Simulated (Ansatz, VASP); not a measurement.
**Two plane-wave programs on Zr2SiC2**

```
Zr Si C
1.0
    -2.17617    2.17617    4.39197
     2.17617   -2.17617    4.39197
     2.17617    2.17617   -4.39197
Zr Si C
2 1 2
Direct
  0.75000 0.25000 0.50000
  0.25000 0.75000 0.50000
  0.50000 0.50000 0.00000
  0.83936 0.83936 0.00000
  0.16064 0.16064 0.00000
```

Alike in both runs: task single point; functional PBE; k mesh 6 × 6 × 6; occupations gaussian, width 0.1 eV; no spin polarisation.

|  | VASP | Ansatz |
| --- | --- | --- |
| version | VASP 6.6.1 | Ansatz 0.2.0 |
| potentials or method | VASP PAW PBE potentials, release 64 (Zr_sv, Si, C) | scalar-relativistic, plane waves, PAW |
| plane-wave cutoff (eV) | 520 | 420 |
| valence electrons in the cell | 36 | 36 |

```tsv
	VASP	Ansatz	Ansatz less VASP
gap on the k mesh at the Fermi level (eV)	none	none	-
pressure (GPa)	-4.7	-4.8	-0.11
largest component of the traceless stress (GPa)	8.25	8.19	-0.062
rms of the force components (eV/Å)	0.602	0.608	+0.0059
```

Atom by atom the forces differ by 0.006 eV/Å (rms over components). A gap of «none» marks a metal or a gap that the smearing closes. With one functional, cell and mesh, what is left measures potentials, basis and numerics.

Caveats: forces of over 1 eV/Å show positions far from the minimum, so gaps and moduli don't describe the material at rest.
